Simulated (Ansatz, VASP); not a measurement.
# H18C11O9 (amorphous polycarbonate of ethylene at 300 K) in two plane-wave programs, part 2 of 2

One calculation is typed for both programs; each brings its own data sets. How far apart do they land? Of the first pair: The structure shown is the start of the Ansatz relaxation below; VASP solves that cell, so the two are compared at the walk's first step.

VASP 6.6.1 and Ansatz 0.2.0.

So far. Step 3 (VASP: single point, LDA, start cell, pair 1): The run ends at a pressure of 10.40 GPa, with forces up to 3.2 eV/Å.

## 5. Ansatz: relaxation, LDA

Level of this step: Ansatz beside VASP: Kohn-Sham DFT, plane waves, LDA (Ansatz).

This run makes the geometry at which the two programs are then compared.

The structure compared here is the end of the Ansatz relaxation.

Input file input.yaml:

```yaml
crystal:
  lattice:
    - [10.73185, 0.1079, -0.17243]
    - [0.1079, 10.53221, 0.11734]
    - [-0.17243, 0.11734, 11.05147]
  atoms:
    - { symbol: C, position: [0.08624, 0.53586, 0.86845] }
    - { symbol: O, position: [0.09077, 0.46303, 0.76487] }
    - { symbol: C, position: [0.01524, 0.36864, 0.76096] }
    - { symbol: O, position: [0.94679, 0.33693, 0.83762] }
    - { symbol: O, position: [0.02753, 0.31454, 0.65758] }
    - { symbol: C, position: [0.94003, 0.22327, 0.62848] }
    - { symbol: C, position: [0.96487, 0.18097, 0.50732] }
    - { symbol: O, position: [0.0791, 0.11473, 0.51098] }
    - { symbol: C, position: [0.09851, 0.04646, 0.4169] }
    - { symbol: O, position: [0.02889, 0.03471, 0.33312] }
    - { symbol: O, position: [0.20782, 0.9907, 0.4316] }
    - { symbol: C, position: [0.2468, 0.92378, 0.33144] }
    - { symbol: C, position: [0.27929, 0.00842, 0.23129] }
    - { symbol: O, position: [0.38758, 0.07381, 0.25789] }
    - { symbol: C, position: [0.37342, 0.18902, 0.29595] }
    - { symbol: O, position: [0.27735, 0.24187, 0.31374] }
    - { symbol: O, position: [0.48382, 0.23512, 0.30998] }
    - { symbol: C, position: [0.49272, 0.35881, 0.35384] }
    - { symbol: C, position: [0.61005, 0.36683, 0.42514] }
    - { symbol: C, position: [0.72203, 0.37463, 0.35109] }
    - { symbol: H, position: [0.00419, 0.59725, 0.86219] }
    - { symbol: H, position: [0.0842, 0.47665, 0.94931] }
    - { symbol: H, position: [0.16854, 0.59233, 0.86888] }
    - { symbol: H, position: [0.94623, 0.14569, 0.6945] }
    - { symbol: H, position: [0.84736, 0.26556, 0.63029] }
    - { symbol: H, position: [0.97075, 0.26144, 0.44519] }
    - { symbol: H, position: [0.89034, 0.12211, 0.47378] }
    - { symbol: H, position: [0.17351, 0.8624, 0.29967] }
    - { symbol: H, position: [0.32733, 0.86852, 0.36343] }
    - { symbol: H, position: [0.20374, 0.07394, 0.20727] }
[... 116 atom lines left out ...]
    - { symbol: H, position: [0.97618, 0.02992, 0.891] }
    - { symbol: H, position: [0.11375, 0.801, 0.80228] }
    - { symbol: H, position: [0.00494, 0.89272, 0.71978] }
    - { symbol: H, position: [0.25368, 0.98379, 0.81952] }
    - { symbol: H, position: [0.21636, 0.95422, 0.66767] }
    - { symbol: H, position: [0.14438, 0.07937, 0.7389] }
kpoints:
  mp_grid: { grid: [1, 1, 1] }
hamiltonian:
  xc: lda
scf:
  occupations: { method: fixed }
output:
  forces: true
  eigenvalues: true
  stress: true
relax:
  f_tol: 0.05
  max_steps: 70
```

Started as:

```sh
$ ansatz run input.yaml --threads 4 --pin off --max-ram 8192MiB --backend cpu --events-out ev --progress --plain --runs-dir out
```

Numbers of over 12 decimals in the logs are rounded to 6 here.

The log of the run:

```text
[...]
Crystal: 152 atoms, lattice volume = 1248.555 Å³
Basis set: ecut = 420 eV, 24409 PW (Γ)
Bands: 384, of which v1, the nominal top of the filled ones, is band 232 counted from 1 (231 counted from 0)
Symmetry: 1 space group operations
[...]
k-points: 1
[...]
SCF iter   1: F=—  HF=-31788.177824 eV  |F-HF|=—  |Δ(HF+E_count)|=         —  Δρ=1.28e-2  dr2=1.50e0  ethr=1.77e-3  ⟨swp⟩=5.0  Hψ=1337  notcnv=0  defer=148
[...]
- { symbol: O, position: [0.880192, 0.689342, 0.033862] }
    - { symbol: C, position: [0.971683, 0.771183, 0.023175] }
    - { symbol: O, position: [0.071473, 0.765129, 0.077624] }
    - { symbol: O, position: [0.934395, 0.859793, 0.942873] }
    - { symbol: C, position: [0.025425, 0.946921, 0.903773] }
    - { symbol: C, position: [0.080550, 0.904899, 0.788130] }
    - { symbol: C, position: [0.186143, 0.989239, 0.754465] }
[...]
- { symbol: H, position: [0.0072686, 0.904444, 0.715582] }
    - { symbol: H, position: [0.261052, 0.988073, 0.825221] }
    - { symbol: H, position: [0.226924, 0.959749, 0.669016] }
    - { symbol: H, position: [0.154350, 0.088903, 0.740481] }
```

## 6. VASP: single point, LDA, relaxed cell, pair 2

The same cell, functional (in two slightly different forms) and mesh now go to VASP, with its own data sets.

Input file INCAR:

```
SYSTEM = H18C11O9
PREC = Accurate
ENCUT = 600
EDIFF = 1E-06
NELM = 120
ISMEAR = 0
SIGMA = 0.01
LREAL = Auto
ALGO = Normal
GGA = CA
NBANDS = 338
LORBIT = 11
LWAVE = .FALSE.
LCHARG = .FALSE.
ISIF = 2
LASPH = .TRUE.
GGA_COMPAT = .FALSE.
EFERMI = MIDGAP
```

Input file POSCAR:

```
H18C11O9
1.0
   10.7318500000      0.1079000000     -0.1724300000
    0.1079000000     10.5322100000      0.1173400000
   -0.1724300000      0.1173400000     11.0514700000
C O H
44 36 72
Direct
    0.0855100000      0.5346300000      0.8763600000
    0.0150300000      0.3612000000      0.7693000000
    0.9345000000      0.2141500000      0.6350900000
    0.9584900000      0.1705800000      0.5114900000
    0.0925600000      0.0330200000      0.4177300000
    0.2437700000      0.9138500000      0.3243900000
    0.2760000000      0.0051300000      0.2261400000
    0.3730100000      0.1866500000      0.2966300000
    0.4952000000      0.3598300000      0.3555800000
    0.6136300000      0.3666900000      0.4308800000
    0.7292200000      0.3810900000      0.3580100000
    0.3430300000      0.7363500000      0.5688900000
    0.3627700000      0.7575000000      0.7779400000
    0.3402700000      0.7827400000      0.9867900000
    0.4046800000      0.6899000000      0.0737500000
    0.5096500000      0.7070300000      0.2587300000
    0.6107200000      0.7327800000      0.4433000000
    0.7379200000      0.7637500000      0.4014800000
    0.7280900000      0.9842900000      0.3507200000
    0.6582300000      0.0422700000      0.1561600000
    0.5815600000      0.9874700000      0.0560300000
    0.6417700000      0.8719200000      0.0029600000
    0.7265000000      0.9438600000      0.7146500000
    0.5481400000      0.0556600000      0.6543500000
    0.3771200000      0.1815200000      0.5972800000
    0.3125500000      0.3006600000      0.6321200000
    0.4445100000      0.4560400000      0.7095800000
    0.6103700000      0.5851200000      0.7655200000
    0.7283900000      0.5096200000      0.7872200000
    0.8710200000      0.5949700000      0.6555600000
[... 116 atom lines left out ...]
    0.9762000000      0.0397800000      0.8923100000
    0.1132400000      0.8051600000      0.7997200000
    0.0072700000      0.9044400000      0.7155800000
    0.2610500000      0.9880700000      0.8252200000
    0.2269200000      0.9597500000      0.6690200000
    0.1543500000      0.0889000000      0.7404800000
```

Input file KPOINTS:

```
Automatic mesh
0
Gamma
1 1 1
0 0 0
```

PAW data sets: C, O and H (LDA family, release 64).

Started as:

```sh
$ export OMP_NUM_THREADS=3
$ mpirun -np 1 vasp_gam
```

The log of the run:

```text
[... set-up lines as in an earlier step ...]
 entering main loop
       N       E                     dE             d eps       ncg     rms          rms(c)
DAV:   1     0.370668316614E+04    0.37067E+04   -0.28722E+05   684   0.150E+03
DAV:   2    -0.675664306362E+03   -0.43823E+04   -0.41356E+04   838   0.342E+02
DAV:   3    -0.104553636359E+04   -0.36987E+03   -0.36621E+03   816   0.100E+02
DAV:   4    -0.105336094192E+04   -0.78246E+01   -0.77879E+01   848   0.157E+01
[...]
DAV:  16    -0.975641152207E+03    0.17962E-04   -0.16936E-05   864   0.229E-02    0.619E-03
DAV:  17    -0.975641149350E+03    0.28567E-05   -0.20956E-05   840   0.151E-02    0.402E-03
DAV:  18    -0.975641149483E+03   -0.13263E-06   -0.63353E-06   832   0.575E-03
   1 F= -.97564115E+03 E0= -.97564115E+03  d E =0.000000E+00
```

OUTCAR, selected parts (step 6):

```text
  FREE ENERGIE OF THE ION-ELECTRON SYSTEM (eV)
  ---------------------------------------------------
  free  energy   TOTEN  =      -975.6411494825 eV

  energy  without entropy=     -975.6411494825  energy(sigma->0) =     -975.64114948
```

The run ends at a pressure of 1.50 GPa, with forces up to 0.59 eV/Å.

## 7. Differences

What differs besides the data sets and the points named for the pairs above, as far as they apply: the cutoff is 420 eV in Ansatz and 600 eV in VASP (PREC = Accurate, projectors in real space). Total energies have different zeros and are not compared.

Compared:

| quantity | Ansatz | VASP | difference |
| --- | --- | --- | --- |
| pressure (GPa) | 0.76 | 1.50 | -0.74 |
| gap on the k mesh (eV) | 5.686 | 5.672 | +0.013 |

Forces on 7 of the 152 atoms, those with the largest forces and the largest differences (eV/Å; atoms numbered as in POSCAR):

| atom | Ansatz x, y, z | VASP x, y, z |
| --- | --- | --- |
| O49 | 0.003, 0.004, -0.001 | -0.375, -0.072, -0.443 |
| O52 | 0.001, 0.002, -0.016 | -0.498, 0.260, 0.105 |
| O55 | -0.005, 0.004, -0.009 | 0.443, 0.376, -0.045 |
| O58 | -0.010, 0.008, 0.002 | 0.331, -0.462, -0.112 |
| O67 | 0.000, 0.004, 0.004 | -0.154, -0.078, 0.559 |
| O70 | -0.009, 0.002, -0.004 | 0.036, 0.481, 0.308 |
| O76 | 0.004, 0.009, -0.009 | 0.230, -0.516, -0.106 |

The forces differ by 122 meV/Å r.m.s., where the r.m.s. force is 0.007 eV/Å in Ansatz and 0.121 eV/Å in VASP: the atoms lie near their places of rest in Ansatz, so a percentage would say little (all taken over all components). A gap on the mesh is an upper bound, since the band edges may lie between its points.

## 8. Results

| Property | Result |
| --- | --- |
| r.m.s. force difference (single point, LDA, start cell, pair 1) | 21 % of the r.m.s. force |
| r.m.s. force difference (single point, LDA, relaxed cell, pair 2) | 122 meV/Å |
| difference in pressure (single point, LDA, relaxed cell, pair 2) | -0.74 GPa |

In words: The r.m.s. force difference is 122 meV/Å (single point, LDA, relaxed cell, pair 2), beyond the 12 meV/Å picked in this series as the mark of a large difference. What causes the difference of the single point, LDA, start cell, pair 1 pair stays open here. What causes the difference of the single point, LDA, relaxed cell, pair 2 pair stays open here. How closely two codes agree says nothing of how well the functional describes the real material.

[Lines on the potential files, build, host, timing and source positions are cut from VASP's logs without a mark.]

[Logs are printed without paths, hosts, clocks, repeated set-up lines and the standing remarks that a program may print on its own settings, such as how far it seeks lower states.]

[Hosts, paths, dates, database ids (printed as entryN), source tags and the programs' standing remarks are cut or masked in the printed files.]
